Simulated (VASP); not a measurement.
Consider the following.

```
GaSe
1.0
    1.87236     1.08101     8.19192
   -1.87236     1.08101     8.19192
    0.00000    -2.16202     8.19192
Ga Se
2 2
Direct
  0.95043   0.95043   0.95043
  0.04924   0.04924   0.04924
  0.23600   0.23600   0.23600
  0.43034   0.43034   0.43034
```

Calculation: PBEsol GGA, VASP's PBE PAW potentials (set 64) (plane waves; VASP 6.6.1). Run with 400 eV cut-off, Gaussian smearing of 0.050 eV, potentials Ga_d Se.

Without a dispersion term in the relaxation, distances and binding between the weakly bound layers, chains or molecules are unreliable, and so is what depends on them.

Question: Predict the band gap (along the path) with the smallest direct gap where there is one.

Answer: 
| Item | Value |
|---|---|
| band gap (along the path) | 1.06 eV |
| smallest direct gap (along the path) | 1.06 eV |

Total energies compare only between runs with the same potentials, cut-off and functional.

The structure comes from a computed database's GaSe entry (R3m); how it stands against other phases isn't given here. It was relaxed first, which changed the volume by -7 %.
